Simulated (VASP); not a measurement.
Output of a VASP run:

**OSZICAR**
```
       N       E                     dE             d eps       ncg     rms          rms(c)
DAV:   1     0.165774462792E+03    0.16577E+03   -0.12888E+04  1744   0.230E+03
DAV:   2     0.272526357487E+02   -0.13852E+03   -0.12709E+03  2028   0.368E+02
DAV:   3     0.171941314369E+02   -0.10059E+02   -0.95197E+01  2460   0.113E+02
DAV:   4     0.168720822318E+02   -0.32205E+00   -0.32076E+00  2220   0.188E+01
DAV:   5     0.168600535345E+02   -0.12029E-01   -0.12026E-01  2564   0.321E+00    0.397E+01
DAV:   6    -0.294220418372E+02   -0.46282E+02   -0.17946E+02  1728   0.188E+02    0.728E+00
DAV:   7    -0.298075087106E+02   -0.38547E+00   -0.55825E+00  2100   0.336E+01    0.512E+00
DAV:   8    -0.295491963916E+02    0.25831E+00   -0.64849E-01  1860   0.883E+00    0.229E+00
DAV:   9    -0.297509276701E+02   -0.20173E+00   -0.32566E-01  2712   0.371E+00    0.193E+00
DAV:  10    -0.297483872626E+02    0.25404E-02   -0.34826E-02  1924   0.222E+00    0.685E-01
DAV:  11    -0.297260715695E+02    0.22316E-01   -0.24641E-02  1880   0.175E+00    0.296E-01
DAV:  12    -0.297574474350E+02   -0.31376E-01   -0.29314E-02  2376   0.170E+00    0.484E-01
DAV:  13    -0.297575718703E+02   -0.12444E-03   -0.83654E-03  2680   0.865E-01    0.496E-02
DAV:  14    -0.297577329104E+02   -0.16104E-03   -0.14103E-04  2144   0.130E-01    0.348E-02
DAV:  15    -0.297577555566E+02   -0.22646E-04   -0.10211E-04  2628   0.709E-02    0.162E-02
DAV:  16    -0.297577647777E+02   -0.92211E-05   -0.58594E-06  2100   0.285E-02    0.216E-03
DAV:  17    -0.297577652871E+02   -0.50944E-06   -0.49142E-07   992   0.745E-03
   1 F= -.29757765E+02 E0= -.29757676E+02  d E =-.266868E-03
```

### OUTCAR
```
------------------------ aborting loop because EDIFF is reached ----------------------------------------
  FORCE on cell =-STRESS in cart. coord.  units (eV):
  Direction    XX          YY          ZZ          XY          YZ          ZX
  --------------------------------------------------------------------------------------
  Total        0.2435275      0.2435275      0.2435275      0.0000000     -0.0000000     -0.0000000
  in kB       15.0322826     15.0322826     15.0322826      0.0000000     -0.0000000     -0.0000000
  external PRESSURE =      15.0322826 kB  Pullay stress =       0.0000000 kB
  volume of cell :       25.96
      direct lattice vectors                 reciprocal lattice vectors
     0.000000000  2.350000000  2.350000000    -0.212765957  0.212765957  0.212765957
     2.350000000  0.000000000  2.350000000     0.212765957 -0.212765957  0.212765957
     2.350000000  2.350000000  0.000000000     0.212765957  0.212765957 -0.212765957
 POSITION                                       TOTAL-FORCE (eV/Angst)
 -----------------------------------------------------------------------------------
      0.00000      0.00000      0.00000        -0.000000      0.000000     -0.000000
      2.35000      2.35000      2.35000         0.000000     -0.000000      0.000000
 -----------------------------------------------------------------------------------
    total drift:                                0.000000      0.000000      0.000000
  FREE ENERGIE OF THE ION-ELECTRON SYSTEM (eV)
  ---------------------------------------------------
  free  energy   TOTEN  =       -29.7577652871 eV

  energy  without entropy=      -29.7574984195  energy(sigma->0) =      -29.75767633
```
(Selected blocks of OUTCAR.)

POSCAR:
```
ZrC
1
    0.0000000000     2.3500000000     2.3500000000
    2.3500000000     0.0000000000     2.3500000000
    2.3500000000     2.3500000000     0.0000000000
Zr C
1 1
Direct
  0.0000000000   0.0000000000   0.0000000000
  0.5000000000   0.5000000000   0.5000000000
```

### Question
Write an INCAR and KPOINTS that could have produced this output.

### Answer
Several could match; the one computed here: the input of the run itself, TPSS meta-GGA, plane waves, VASP's PBE PAW potentials (set 64).

File KPOINTS:
```
Regular mesh
0
Gamma
  12 12 12
0 0 0
```

INCAR:
```
LMIXTAU = .TRUE.
PREC = Accurate
EDIFF = 1E-6   ! SCF stop (eV)
LCHARG = .FALSE.
LWAVE = .FALSE.
LMAXMIX = 4   ! l cut-off of mixed one-centre charges
LREAL = .FALSE.   ! projection in real space or not
ENCUT = 520   ! plane-wave cut-off (eV)
SIGMA = 0.1   ! width (eV)
LASPH = .TRUE.   ! aspherical one-centre terms
ISIF = 2   ! forces and stress, cell fixed
SYSTEM = ZrC
ISMEAR = 1   ! Methfessel-Paxton
ALGO = Normal   ! blocked Davidson
NELM = 100
METAGGA = TPSS
```

POTCAR, in this order: Zr_sv C (PBE.64 set). Program: vasp_std.

The compound is ZrC in the rock salt structure. The cell was not relaxed at this level. The run is one of a series of settings (GGA removed, LMIXTAU = .TRUE., METAGGA = TPSS against the base run), some of them coarse on purpose.
